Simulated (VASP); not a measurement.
Level of theory: rev-vdW-DF2, VASP's PBE PAW potentials (set 64) (plane waves; VASP 6.6.1).

A VASP calculation is set up with these files.

POSCAR:
```
MgB2
1
    1.5229089272    -2.6377551509     0.0000000000
    1.5229089272     2.6377551509     0.0000000000
    0.0000000000     0.0000000000     3.4431791172
Mg B
1 2
Direct
  0.0000000000   0.0000000000   1.0000000000
  0.3333330000   0.6666670000   0.5000000000
  0.6666670000   0.3333330000   0.5000000000
```

### INCAR
```
SYSTEM = MgB2
PREC = Accurate; ENCUT = 520; LREAL = .FALSE.
LASPH = .TRUE.
EDIFF = 1E-7; NELM = 100; ALGO = Normal
ISMEAR = 1; SIGMA = 0.1
GGA = MK; LUSE_VDW = .TRUE.; AGGAC = 0.0
PARAM1 = 0.1234568; PARAM2 = 0.7114; ZAB_VDW = -1.8867
IBRION = 2; NSW = 30; ISIF = 4
EDIFFG = -0.01
LWAVE = .FALSE.; LCHARG = .FALSE.
```

File KPOINTS:
```
Regular mesh
0
G
  11 11 9
```

POTCAR, in this order: Mg B (PBE.64 set). Program: vasp_std.

What will the output report for the number of irreducible k-points (NKPTS), largest plane-wave count, number of space-group operations, FFT grid (NGX, NGY, NGZ)?

```
Quantity                                       Value
--------------------------------------  ------------
number of irreducible k-points (NKPTS)            80
largest plane-wave count                         763
number of space-group operations                  24
FFT grid (NGX, NGY, NGZ)                24 × 24 × 28
```

The compound is MgB2 in the AlB2 type structure. This cell is one point of a volume scan, at 0.97 of the reference volume. Symmetry was kept, so distortions that lower it aren't found.
